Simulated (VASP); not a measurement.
Given:

```
BP
1.0
    3.02221     0.00000     0.00000
   -1.51111     2.61731     0.00000
    0.00000     0.00000     5.10649
B P
2 2
Direct
  0.00000   0.00000   0.00000
  0.00000   0.00000   0.50000
  0.33333   0.66667   0.25000
  0.66667   0.33333   0.75000
```

All values below come from PBEsol GGA, VASP's PBE PAW potentials (set 64) (plane waves; VASP). Run with 520 eV cut-off, Gaussian smearing of 0.050 eV, potentials B P.

### Question
Give the energies of bands 3 to 11 at the high-symmetry points, in eV from the Fermi level.

### Answer

```tsv
band	Γ	M	K	A	L	H
3	-10.84	-8.02	-10.37	-5.71	-10.07	-9.30
4	-0.88	-7.37	-7.07	-5.71	-10.07	-9.30
5	-0.88	-6.83	-5.26	0.11	-2.84	-7.87
6	-0.10	-5.93	-5.26	0.11	-2.84	-7.87
7	1.43	-4.11	-4.68	0.11	-2.23	-0.11
8	1.43	0.70	-4.68	0.11	-2.23	-0.11
9	3.07	1.08	-4.30	3.91	-0.53	0.17
10	3.07	1.09	4.36	3.91	-0.53	0.17
11	4.99	2.95	7.70	3.91	2.80	2.29
```

It has no gap at this level: it comes out as a metal or semimetal.

The structure was generated: BP was put into the NiAs type type (P6_3/mmc), which need not be its known phase. It was relaxed first, which changed the volume by +19 %.
